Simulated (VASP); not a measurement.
Computed with PBEsol GGA, VASP's PBE PAW potentials (set 64) (plane waves; VASP 6.6.1).

VASP input:

### POSCAR
```
RuAl
1
   -0.0000000000     2.4636791398     2.4636791398
    2.4636791398     0.0000000000     2.4636791398
    2.4636791398     2.4636791398    -0.0000000000
Ru Al
1 1
Direct
  0.0000000000   0.0000000000   0.0000000000
  0.5000000000   0.5000000000   0.5000000000
```

**KPOINTS**
```
k-points along high-symmetry lines
15
Line-mode
Reciprocal
  0.000000   0.000000   0.000000 ! GAMMA
  0.500000   0.000000   0.500000 ! X

  0.500000   0.000000   0.500000 ! X
  0.625000   0.250000   0.625000 ! U

  0.375000   0.375000   0.750000 ! K
  0.000000   0.000000   0.000000 ! GAMMA

  0.000000   0.000000   0.000000 ! GAMMA
  0.500000   0.500000   0.500000 ! L

  0.500000   0.500000   0.500000 ! L
  0.500000   0.250000   0.750000 ! W

  0.500000   0.250000   0.750000 ! W
  0.500000   0.000000   0.500000 ! X
```

INCAR:
```
SYSTEM  =  RuAl
PREC  =  Accurate; ENCUT  =  400; LREAL  =  .False.
LASPH  =  .True.; ICHARG  =  11
EDIFF  =  1E-7; NELM  =  100; ALGO  =  Normal
LMAXMIX  =  4
ISMEAR  =  0; SIGMA  =  0.05
GGA  =  PS
LWAVE  =  .False.; LCHARG  =  .False.; LORBIT  =  11
```

POTCAR, in this order: Ru_pv Al (PBE.64 set). Program: vasp_std. Read from the step before: CHGCAR.

The run wrote:

File OUTCAR:
```
 ion  position               nearest neighbor table
   1  0.000  0.000  0.000-   2 2.46   2 2.46   2 2.46   2 2.46   2 2.46   2 2.46
   2  0.500  0.500  0.500-   1 2.46   1 2.46   1 2.46   1 2.46   1 2.46   1 2.46
  LATTYP: Found a face centered cubic cell.
 ALAT       =     4.9273582796
 Subroutine PRICEL returns:
 Original cell was already a primitive cell.
 Subroutine GETGRP returns: Found 48 space group operations
The static configuration has the point symmetry O_h .
The dynamic configuration has the point symmetry O_h .
 Subroutine INISYM returns: Found 48 space group operations
   k-points           NKPTS =     90   k-points in BZ     NKDIM =     90   number of bands    NBANDS=     12
   number of dos      NEDOS =    301   number of ions     NIONS =      2
   total plane-waves  NPLWV =  13824
   dimension x,y,z NGX =    24 NGY =   24 NGZ =   24
   dimension x,y,z NGXF=    48 NGYF=   48 NGZF=   48
   ions per type =               1   1
   PREC   = accura    normal or accurate (medium, high low for compatibility)
   ISTART =      0    job   : 0-new  1-cont  2-samecut
   ICHARG =     11    charge: 1-file 2-atom 10-const
   ISPIN  =      1    spin polarized calculation?
   LNONCOLLINEAR =      F non collinear calculations
   LSORBIT =      F    spin-orbit coupling
   INIWAV =      1    electr: 0-lowe 1-rand  2-diag
   ENCUT  =  400.0 eV  29.40 Ry    5.42 a.u.   5.68  5.68  5.68*2*pi/ulx,y,z
   NELM   =    100;   NELMIN=  2; NELMDL= -5     # of ELM steps
   EDIFF  = 0.1E-06   stopping-criterion for ELM
   LREAL  =      F    real-space projection
   NLSPLINE    = F    spline interpolate recip. space projectors
   LMAXMIX     =    4 max onsite mixed and CHGCAR
   VOSKOWN=      0    Vosko Wilk Nusair interpolation
   EDIFFG = 0.1E-05   stopping-criterion for IOM
   NSW    =      0    number of steps for IOM
   NBLOCK =      1;   KBLOCK =      1    inner block; outer block
   IBRION =     -1    ionic relax: 0-MD 1-quasi-New 2-CG
   NFREE  =      0    steps in history (QN), initial steepest desc. (CG)
   ISIF   =      2    stress and relaxation
   ISYM   =      2    0-nonsym 1-usesym 2-fastsym
   TEIN   =    0.0    initial temperature
   TEBEG  =    0.0;   TEEND  =   0.0 temperature during run
...
```

OSZICAR:
```
       N       E                     dE             d eps       ncg     rms          rms(c)
DAV:   1     0.832377393927E+02    0.83238E+02   -0.83940E+03  2448   0.105E+03
DAV:   2    -0.117263136997E+02   -0.94964E+02   -0.89750E+02  2444   0.290E+02
DAV:   3    -0.132694507103E+02   -0.15431E+01   -0.15099E+01  2432   0.385E+01
DAV:   4    -0.132878555792E+02   -0.18405E-01   -0.18379E-01  2776   0.406E+00
DAV:   5    -0.132883059230E+02   -0.45034E-03   -0.45033E-03  2608   0.461E-01
DAV:   6    -0.132883198749E+02   -0.13952E-04   -0.13951E-04  2996   0.607E-02
DAV:   7    -0.132883200125E+02   -0.13764E-06   -0.13721E-06  2200   0.528E-03
DAV:   8    -0.132883200165E+02   -0.40370E-08   -0.37611E-08  1572   0.653E-04
   1 F= -.13288320E+02 E0= -.13284259E+02  d E =-.812149E-02
```

### OUTCAR
```
 val. band max:        9.4676750173   @ k =   0.5000   0.0179   0.5179

 cond. band min:       9.4863400641   @ k =   0.2679   0.2679   0.5357



 k-point     1 :       0.0000    0.0000    0.0000
  band No.  band energies     occupation
      1     -32.4578      2.00000
      2     -32.4578      2.00000
      3     -32.4578      2.00000
      4       0.1393      2.00000
      5       7.2482      2.00000
      6       7.2482      2.00000
      7       7.2482      2.00000
      8       7.5895      2.00000
      9       7.5895      2.00000
     10      16.0906      0.00000
     11      16.0906      0.00000
     12      16.0906      0.00000

 k-point     2 :       0.0357    0.0000    0.0357
  band No.  band energies     occupation
      1     -32.4588      2.00000
      2     -32.4582      2.00000
      3     -32.4582      2.00000
      4       0.1751      2.00000
      5       7.2248      2.00000
      6       7.2619      2.00000
      7       7.2619      2.00000
      8       7.5526      2.00000
      9       7.5984      2.00000
     10      16.0765      0.00000
     11      16.0765      0.00000
     12      16.1062      0.00000

 k-point     3 :       0.0714    0.0000    0.0714
  band No.  band energies     occupation
      1     -32.4617      2.00000
      2     -32.4593      2.00000
      3     -32.4593      2.00000
      4       0.2820      2.00000
      5       7.1569      2.00000
      6       7.3030      2.00000
      7       7.3030      2.00000
      8       7.4454      2.00000
      9       7.6249      2.00000
     10      16.0273      0.00000
     11      16.0273      0.00000
     12      16.1546      0.00000

 k-point     4 :       0.1071    0.0000    0.1071
  band No.  band energies     occupation
      1     -32.4666      2.00000
      2     -32.4611      2.00000
      3     -32.4611      2.00000
      4       0.4577      2.00000
      5       7.0500      2.00000
      6       7.2774      2.00000
      7       7.3722      2.00000
...
```

The density is held fixed in this step, so its total energy and stress have no physical meaning.

The structure was generated: RuAl was put into the rock salt type (Fm-3m), which need not be its known phase. It was relaxed first, which changed the volume by -38 %. The electron count is odd and the run is not spin-polarised, which forces a metal.
